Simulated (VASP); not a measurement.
Method: SCAN meta-GGA, VASP's PBE PAW potentials (set 64) (plane waves; VASP).

Input for VASP

INCAR:
```
ALGO  =  Normal
EDIFF  =  1E-7
EDIFFG  =  -0.01
ENCUT  =  520
IBRION  =  2
ISIF  =  4
ISMEAR  =  0
LASPH  =  .True.
LCHARG  =  .False.
LMAXMIX  =  4
LMIXTAU  =  .True.
LREAL  =  .False.
LWAVE  =  .False.
METAGGA  =  SCAN
NELM  =  100
NSW  =  30
PREC  =  Accurate
SIGMA  =  0.05
SYSTEM  =  SnO2
```

File KPOINTS:
```
Automatic mesh
0
Gamma
5 5 7
0 0 0
```

File POSCAR:
```
SnO2
1
    4.8058780342     0.0000000000     0.0000000000
    0.0000000000     4.8058780342     0.0000000000
    0.0000000000     0.0000000000     3.2339901140
Sn O
2 4
Direct
  1.0000000000   1.0000000000   1.0000000000
  0.5000000000   0.5000000000   0.5000000000
  0.3058405627   0.3058405627   0.0000000000
  0.8058405627   0.1941594373   0.5000000000
  0.1941594373   0.8058405627   0.5000000000
  0.6941594373   0.6941594373   1.0000000000
```

POTCAR, in this order: Sn_d O (PBE.64 set). Program: vasp_std.

The run wrote:

### OSZICAR
```
       N       E                     dE             d eps       ncg     rms          rms(c)
DAV:   1     0.595460873726E+03    0.59546E+03   -0.27092E+04  1579   0.262E+03
DAV:   2    -0.244468176729E+02   -0.61991E+03   -0.59782E+03  1699   0.701E+02
DAV:   3    -0.120670746366E+03   -0.96224E+02   -0.94743E+02  1733   0.234E+02
DAV:   4    -0.125319385473E+03   -0.46486E+01   -0.46289E+01  1768   0.569E+01
DAV:   5    -0.125473555155E+03   -0.15417E+00   -0.15412E+00  1831   0.106E+01    0.137E+01
DAV:   6    -0.108806107475E+03    0.16667E+02   -0.15486E+01  2328   0.788E+01    0.616E+00
DAV:   7    -0.107068388589E+03    0.17377E+01   -0.43723E+00  1975   0.194E+01    0.460E+00
DAV:   8    -0.109613529038E+03   -0.25451E+01   -0.25032E+00  2077   0.153E+01    0.229E+00
DAV:   9    -0.106785446162E+03    0.28281E+01   -0.29070E+00  1665   0.113E+01    0.221E+00
DAV:  10    -0.107618361071E+03   -0.83291E+00   -0.92061E-01  1689   0.784E+00    0.456E-01
DAV:  11    -0.107623593454E+03   -0.52324E-02   -0.25564E-02  1965   0.111E+00    0.316E-01
DAV:  12    -0.107613656203E+03    0.99373E-02   -0.26957E-03  1677   0.456E-01    0.334E-01
DAV:  13    -0.107629791716E+03   -0.16136E-01   -0.20698E-02  2061   0.176E+00    0.518E-01
DAV:  14    -0.107652187730E+03   -0.22396E-01   -0.92666E-03  1544   0.103E+00    0.522E-01
DAV:  15    -0.107651267247E+03    0.92048E-03   -0.33041E-04  1864   0.139E-01    0.483E-01
DAV:  16    -0.107651043518E+03    0.22373E-03   -0.23780E-04  1980   0.130E-01    0.440E-01
DAV:  17    -0.107651188821E+03   -0.14530E-03   -0.21633E-03  1872   0.437E-01    0.295E-01
DAV:  18    -0.107650685982E+03    0.50284E-03   -0.48690E-04  2365   0.183E-01    0.218E-01
DAV:  19    -0.107650486860E+03    0.19912E-03   -0.58969E-05  2166   0.728E-02    0.182E-01
DAV:  20    -0.107650126508E+03    0.36035E-03   -0.25840E-04  2263   0.198E-01    0.988E-02
DAV:  21    -0.107649853734E+03    0.27277E-03   -0.12898E-04  2490   0.137E-01    0.396E-02
DAV:  22    -0.107649775520E+03    0.78215E-04   -0.22366E-05  2232   0.461E-02    0.202E-02
DAV:  23    -0.107649772588E+03    0.29317E-05   -0.62308E-06  2100   0.246E-02    0.120E-02
DAV:  24    -0.107649741921E+03    0.30667E-04   -0.69539E-06  1923   0.289E-02    0.172E-03
DAV:  25    -0.107649741212E+03    0.70878E-06   -0.92666E-07  1642   0.799E-03    0.107E-03
DAV:  26    -0.107649742579E+03   -0.13670E-05   -0.21680E-08  1031   0.163E-03    0.880E-04
DAV:  27    -0.107649743324E+03   -0.74563E-06   -0.11109E-08   975   0.125E-03    0.707E-04
DAV:  28    -0.107649743226E+03    0.98277E-07   -0.16576E-08   926   0.162E-03
   1 F= -.10764974E+03 E0= -.10764974E+03  d E =-.107650E+03
       N       E                     dE             d eps       ncg     rms          rms(c)
DAV:   1    -0.107658343053E+03   -0.85997E-02   -0.10917E+00  1528   0.746E+00    0.586E-01
DAV:   2    -0.107654446382E+03    0.38967E-02   -0.58345E-02  1817   0.213E+00    0.339E-01
DAV:   3    -0.107651406312E+03    0.30401E-02   -0.70397E-03  2139   0.104E+00    0.983E-02
DAV:   4    -0.107652049483E+03   -0.64317E-03   -0.38384E-03  1680   0.676E-01    0.245E-02
DAV:   5    -0.107652188758E+03   -0.13928E-03   -0.22803E-03  1488   0.492E-01    0.255E-02
DAV:   6    -0.107652085687E+03    0.10307E-03   -0.60140E-04  1488   0.253E-01    0.943E-03
DAV:   7    -0.107652097182E+03   -0.11494E-04   -0.33124E-05  1712   0.555E-02    0.347E-03
DAV:   8    -0.107652094508E+03    0.26735E-05   -0.19164E-05  1551   0.416E-02    0.198E-03
DAV:   9    -0.107652097790E+03   -0.32815E-05   -0.67495E-06  1566   0.278E-02    0.119E-03
DAV:  10    -0.107652096969E+03    0.82069E-06   -0.67967E-07  1541   0.936E-03    0.575E-04
DAV:  11    -0.107652096781E+03    0.18791E-06   -0.21148E-07  1310   0.434E-03    0.146E-04
DAV:  12    -0.107652096551E+03    0.23059E-06   -0.20939E-08   954   0.172E-03    0.736E-05
DAV:  13    -0.107652096369E+03    0.18150E-06   -0.94206E-09   905   0.122E-03    0.445E-05
DAV:  14    -0.107652096234E+03    0.13487E-06   -0.24675E-09   870   0.619E-04    0.349E-05
DAV:  15    -0.107652096041E+03    0.19339E-06   -0.10675E-09   821   0.390E-04    0.153E-05
DAV:  16    -0.107652096026E+03    0.14804E-07   -0.37813E-10   807   0.218E-04
   2 F= -.10765210E+03 E0= -.10765210E+03  d E =-.235280E-02
       N       E                     dE             d eps       ncg     rms          rms(c)
DAV:   1    -0.107652121702E+03   -0.25661E-04   -0.52908E-03  1542   0.519E-01    0.408E-02
DAV:   2    -0.107652088983E+03    0.32719E-04   -0.28372E-04  1817   0.151E-01    0.236E-02
DAV:   3    -0.107652058505E+03    0.30478E-04   -0.32827E-05  2163   0.718E-02    0.684E-03
DAV:   4    -0.107652056778E+03    0.17265E-05   -0.17759E-05  1694   0.458E-02    0.172E-03
DAV:   5    -0.107652055758E+03    0.10205E-05   -0.10918E-05  1502   0.345E-02    0.176E-03
DAV:   6    -0.107652055789E+03   -0.31415E-07   -0.22371E-06  1502   0.157E-02    0.695E-04
DAV:   7    -0.107652055760E+03    0.28654E-07   -0.15573E-07  1136   0.393E-03
   3 F= -.10765206E+03 E0= -.10765206E+03  d E =-.231253E-02
       N       E                     dE             d eps       ncg     rms          rms(c)
DAV:   1    -0.107652069996E+03   -0.14207E-04   -0.18432E-03  1542   0.306E-01    0.241E-02
DAV:   2    -0.107652071973E+03   -0.19763E-05   -0.98606E-05  1817   0.889E-02    0.139E-02
DAV:   3    -0.107652077838E+03   -0.58649E-05   -0.11167E-05  2154   0.417E-02    0.405E-03
DAV:   4    -0.107652081818E+03   -0.39800E-05   -0.61424E-06  1694   0.266E-02    0.101E-03
DAV:   5    -0.107652082765E+03   -0.94710E-06   -0.36742E-06  1502   0.196E-02    0.107E-03
DAV:   6    -0.107652082717E+03    0.47477E-07   -0.70607E-07  1324   0.863E-03
   4 F= -.10765208E+03 E0= -.10765208E+03  d E =-.233949E-02
       N       E                     dE             d eps       ncg     rms          rms(c)
DAV:   1    -0.107652191795E+03   -0.10903E-03   -0.16741E-02  1495   0.906E-01    0.620E-02
DAV:   2    -0.107652140609E+03    0.51186E-04   -0.47022E-04  1890   0.203E-01    0.375E-02
DAV:   3    -0.107652110173E+03    0.30435E-04   -0.11385E-04  1715   0.122E-01    0.969E-03
DAV:   4    -0.107652114653E+03   -0.44794E-05   -0.69236E-05  1680   0.892E-02    0.137E-03
DAV:   5    -0.107652118715E+03   -0.40617E-05   -0.23818E-05  1530   0.524E-02    0.202E-03
DAV:   6    -0.107652118199E+03    0.51568E-06   -0.12745E-06  1726   0.110E-02    0.812E-04
DAV:   7    -0.107652118637E+03   -0.43832E-06   -0.40106E-07  1352   0.669E-03    0.177E-04
DAV:   8    -0.107652118447E+03    0.18979E-06   -0.75396E-08  1038   0.319E-03    0.140E-04
DAV:   9    -0.107652118440E+03    0.69876E-08   -0.26706E-08   842   0.175E-03
   5 F= -.10765212E+03 E0= -.10765212E+03  d E =-.357233E-04
```

File OUTCAR:
```
------------------------ aborting loop because EDIFF is reached ----------------------------------------
  FORCE on cell =-STRESS in cart. coord.  units (eV):
  Direction    XX          YY          ZZ          XY          YZ          ZX
  --------------------------------------------------------------------------------------
  Total       -2.5886406     -2.5886406     -2.5971698     -0.0000000      0.0000000      0.0000000
  in kB      -55.5262260    -55.5262260    -55.7091775     -0.0000000      0.0000000      0.0000000
  external PRESSURE =     -55.5872099 kB  Pullay stress =       0.0000000 kB
  volume of cell :       74.69
      direct lattice vectors                 reciprocal lattice vectors
     4.818014832 -0.000000000  0.000000000     0.207554363  0.000000000  0.000000000
    -0.000000000  4.818014832  0.000000000     0.000000000  0.207554363  0.000000000
     0.000000000  0.000000000  3.217717500     0.000000000  0.000000000  0.310779302
 POSITION                                       TOTAL-FORCE (eV/Angst)
 -----------------------------------------------------------------------------------
      4.81801     -0.00000      0.00000        -0.000000     -0.000000      0.000000
      2.40901      2.40901      1.60886        -0.000000     -0.000000      0.000000
      1.47647      1.47647      0.00000        -0.001755     -0.001755      0.000000
      3.88548      0.93254      1.60886        -0.001755      0.001755      0.000000
      0.93254      3.88548      1.60886         0.001755     -0.001755      0.000000
      3.34154      3.34154      0.00000         0.001755      0.001755     -0.000000
 -----------------------------------------------------------------------------------
    total drift:                                0.000000      0.000000     -0.000000
  FREE ENERGIE OF THE ION-ELECTRON SYSTEM (eV)
  ---------------------------------------------------
  free  energy   TOTEN  =      -107.6521184405 eV

  energy  without entropy=     -107.6521184405  energy(sigma->0) =     -107.65211844

 reached required accuracy - stopping structural energy minimisation
```
(Selected blocks of OUTCAR.)

### CONTCAR
```
SnO2
   1.00000000000000
     4.8180148320411185   -0.0000000000000000    0.0000000000000000
    -0.0000000000000000    4.8180148320411185    0.0000000000000000
     0.0000000000000000    0.0000000000000000    3.2177175000801834
  Sn              O
     2     4
Direct
     1.0000000000000000    0.0000000000000000    0.0000000000000000
     0.5000000000000000    0.5000000000000000    0.5000000000000000
     0.3064482798524596    0.3064482798524596    0.0000000000000000
     0.8064482798524596    0.1935517201475404    0.5000000000000000
     0.1935517201475404    0.8064482798524596    0.5000000000000000
     0.6935517201475404    0.6935517201475404    0.0000000000000000
```

The compound is SnO2 in the rutile structure. This cell is one point of a volume scan, at 1.03 of the reference volume. Symmetry was kept, so distortions that lower it aren't found.
